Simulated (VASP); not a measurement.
```xyz
2
Lattice="2.8900 0.0000 0.0000 0.0000 2.8900 0.0000 0.0000 0.0000 2.8900" Properties=species:S:1:pos:R:3 pbc="T T T"
Al     1.4450     1.4450     1.4450
Ni     0.0000     0.0000     0.0000
```

The numbers are results of vdW-DF2, VASP's PBE PAW potentials (set 64) (plane waves; VASP), not measurements. Settings: 520 eV cut-off, 11×11×11 Γ-centred mesh, first-order Methfessel-Paxton smearing of 0.10 eV, potentials Al Ni.

Energy and stress use the plane-wave basis of the starting cell.

Task: The ions, cell shape and volume are relaxed. Give the cell that the relaxation ends in.

Result: 
```xyz
2
Lattice="2.9365 0.0000 0.0000 0.0000 2.9365 0.0000 0.0000 0.0000 2.9365" Properties=species:S:1:pos:R:3 pbc="T T T"
Al     1.4682     1.4682     1.4682
Ni     0.0000     0.0000     0.0000
```
Space group Pm-3m (221), at a tolerance of 0.03 Å.

Task: How do energy and volume change from the first to the last step?

Result: The energy (σ→0) changes by -13.0 meV/atom and the volume by +4.9 %, in 3 ionic steps.

The compound is NiAl in the CsCl type structure. This run relaxes it. Symmetry was kept, so distortions that lower it aren't found. The run is not spin-polarised, so no magnetic state was tried. The electron count is odd and the run is not spin-polarised, which forces a metal.
